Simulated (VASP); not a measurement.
Set up this calculation in VASP 6.6.1, as the native input.

```yaml
Task: band structure
Functional: PBEsol
Potentials_or_basis: VASP PAW PBE potentials, release 64 (Ta_pv, As, Au, O)
Cutoff: 520 eV
k_mesh: 5 × 5 × 4
Occupations: fermi-dirac, width 0.05 eV
Spin: no spin polarisation
Further_INCAR_settings: ALGO = Normal; EDIFF = 1e-06; NBANDS = 84
```

The structure of Ta3AsAu2O13 lies in POSCAR:

```
Ta3AsAu2O13                             
1.0
    5.7462774358      0.0499513732      0.0412796312
    2.1977508326      5.8006946026      0.0279140284
    1.8758775055      1.7313545627      7.5125016722
  Ta              As              Au              O             
     3     1     2    13
Direct
     0.3934745205978292    0.0511940180110759    0.5847690497144987
     0.9502466837573889    0.6304793213610654    0.7609490096300783
     0.0672394534451075    0.2791245147614418    0.1868822541004362
     0.0621513856459713    0.8936496317143021    0.0296392135359069
     0.2257334433924595    0.6758634304431111    0.3795624058817100
     0.6962977350530772    0.4463368181419696    0.5722929616818460
     0.1653768462377272    0.5950865782451800    0.1674948235213662
     0.8472247062613201    0.1235607612112838    0.1222124153797153
     0.2644274203062287    0.9660540778420112    0.8353348614289700
     0.8601030749505996    0.8322465163627593    0.9261104072801705
     0.7105466817236995    0.7725063092705218    0.5456834911469789
     0.1848397827949287    0.4072132201141957    0.5927950169580409
     0.2798867875536513    0.9288415886788828    0.1678170967409404
     0.6681172356013914    0.1266982202624561    0.6174800387345394
     0.1445114174764803    0.3999803173490764    0.9364555896911207
     0.3042789876311754    0.1736672291403733    0.3530714708088320
     0.1996072585948437    0.8052052759306866    0.5908746053324962
     0.7114701707827376    0.4623290498689968    0.8159516381806828
     0.7644464081933986    0.4299731212905994    0.3146236502516769
```

The cell was built by a generator and needn't be a form met in nature.

These files were run (other wordings do the same):

INCAR

```
  PREC = Accurate
  ENCUT = 520
  EDIFF = 1E-6
  ISMEAR = -1
  SIGMA = 0.05
  LREAL = F
  LASPH = T
  NELM = 60
  ALGO = Normal
  ISIF = 2
  LWAVE = F
  LCHARG = F
  LMAXMIX = 4
  GGA = PS
  NBANDS = 84
  KPAR = 4
```

KPOINTS

```
Automatic mesh
0
Gamma
  5 5 4
```

KPOINTS_OPT

```
path XGY,LGZ,NGM,RG
15
line-mode
reciprocal
 0.0000000000  0.0000000000  0.5000000000  X
 0.0000000000  0.0000000000  0.0000000000  G

 0.0000000000  0.0000000000  0.0000000000  G
 0.5000000000  0.0000000000  0.0000000000  Y

 0.5000000000  0.0000000000  0.5000000000  L
 0.0000000000  0.0000000000  0.0000000000  G

 0.0000000000  0.0000000000  0.0000000000  G
 0.0000000000  0.5000000000  0.0000000000  Z

 0.0000000000  0.5000000000  0.5000000000  N
 0.0000000000  0.0000000000  0.0000000000  G

 0.0000000000  0.0000000000  0.0000000000  G
 0.5000000000  0.5000000000  0.0000000000  M

 0.5000000000  0.5000000000  0.5000000000  R
 0.0000000000  0.0000000000  0.0000000000  G
```

Potentials or basis: VASP PAW PBE potentials, release 64 (Ta_pv, As, Au, O).

Launch:

```console
$ cat potpaw_PBE.64/Ta_pv/POTCAR potpaw_PBE.64/As/POTCAR potpaw_PBE.64/Au/POTCAR potpaw_PBE.64/O/POTCAR > POTCAR
$ mpirun -np 4 vasp_std > vasp.out
```

It gave:

The pressure is 0.2 GPa. The largest force is 0.020 eV/Å and the band gap on the k mesh is 1.52 eV, direct. The band gap along the path is 1.49 eV, indirect (least direct gap 1.54 eV).

Caveat: the PAW data sets were made with another functional, which shifts forces and pressure a little; spin-orbit coupling is left out, which moves the levels of the heavy elements.

It took 8.2 min on 4 MPI ranks on Intel(R) Xeon(R) 6975P-C (Granite Rapids), with other jobs on the host, peak memory 1.3 GiB a rank.
